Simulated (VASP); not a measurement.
Input:

```xyz
4
Lattice="3.4943 0.0000 0.0000 0.0000 3.4943 0.0000 0.0000 0.0000 3.4943" Properties=species:S:1:pos:R:3 pbc="T T T"
Al     0.0000     0.0000     0.0000
Ni     0.0000     1.7471     1.7471
Ni     1.7471     0.0000     1.7471
Ni     1.7471     1.7471     0.0000
```
Starting moments (μB, in the order of the record's atoms Al Ni Ni Ni): 0.0 0.3 0.3 0.3.

The numbers are results of PBE GGA, VASP's PBE PAW potentials (set 64) (plane waves; VASP), not measurements. Settings: 520 eV cut-off, 9×9×9 Γ-centred mesh, first-order Methfessel-Paxton smearing of 0.10 eV, potentials Al Ni.

Problem. Predict the cell moment, energy per atom (σ→0), pressure, band gap (on the k-mesh) with the smallest direct gap where there is one.

Solution. 
```
Quantity                                                     Value
------------------------  ----------------------------------------
band gap (on the k-mesh)  none (metal, semimetal or under 0.01 eV)
cell moment                                                0.00 μB
energy per atom (σ→0)                       -525.4 kJ/mol of atoms
pressure                                                 12.49 GPa
```

Only differences to runs with the same potentials and settings are physical.

The compound is Ni3Al in the L1_2 structure. This cell is one point of a volume scan, at 0.94 of the reference volume.
